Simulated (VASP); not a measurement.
Elastic constants (GPa) of a crystal from PBEsol GGA, VASP's PBE PAW potentials (set 64) run with VASP 6.6.1:

|  | xx | yy | zz | yz | xz | xy |
|---|---|---|---|---|---|---|
| xx | 31.1 | 8.1 | 8.1 | 0.0 | 0.0 | 0.0 |
| yy | 8.1 | 31.1 | 8.1 | 0.0 | 0.0 | 0.0 |
| zz | 8.1 | 8.1 | 31.1 | 0.0 | 0.0 | 0.0 |
| yz | 0.0 | 0.0 | 0.0 | 8.5 | 0.0 | 0.0 |
| xz | 0.0 | 0.0 | 0.0 | 0.0 | 8.5 | 0.0 |
| xy | 0.0 | 0.0 | 0.0 | 0.0 | 0.0 | 8.5 |

**Question.** Work out the Voigt, Reuss and Hill moduli, Young's modulus and Poisson's ratio.

**Answer.** All eigenvalues are positive (smallest 8.5 GPa), so the crystal is stable. K_V = (C11+C22+C33+2(C12+C13+C23))/9 = (93.3 + 2×24.3)/9 = 15.8 GPa; G_V = (93.3 − 24.3 + 3×25.5)/15 = 9.7 GPa. From the compliances, K_R = 15.8 GPa and G_R = 9.5 GPa. Hill: K = 15.8 GPa, G = 9.6 GPa, E = 9KG/(3K+G) = 23.9 GPa, ν = (3K−2G)/(2(3K+G)) = 0.247. K/G = 1.64, below Pugh's 1.75; universal anisotropy A^U = 0.11.

**Question.** With a density of 4.61 g/cm³, what are the mean sound speeds?

**Answer.** v_l = √((K+4G/3)/ρ) = 2.49 km/s and v_t = √(G/ρ) = 1.44 km/s. The crystal is CsBr (CsCl type), cubic.

The compound is CsBr in the CsCl type structure. It was relaxed first.
